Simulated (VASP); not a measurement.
Data:

```
Nb
1.0
   -1.65000     1.65000     1.65000
    1.65000    -1.65000     1.65000
    1.65000     1.65000    -1.65000
Nb
1
Direct
  0.00000   0.00000   0.00000
```

Calculation: PBE GGA, VASP's PBE PAW potentials (set 64) (plane waves; VASP). Run with 400 eV cut-off, 14×14×14 Γ-centred mesh, tetrahedra, potentials Nb_sv.

### Question
What does the run give for the energy per atom (σ→0), pressure, band gap (on the k-mesh) with the smallest direct gap where there is one?

### Answer

The band gap (on the k-mesh) is none (metal, semimetal or under 0.01 eV). The energy per atom (σ→0) is -10156 meV/atom and the pressure is 14.7 kbar.

The absolute energy has meaning only against runs of the same code, potentials and settings.

The compound is Nb in the bcc structure. The cell was not relaxed at this level. The run is one of a series of settings (ISMEAR = -4, SIGMA removed against the base run), some of them coarse on purpose.
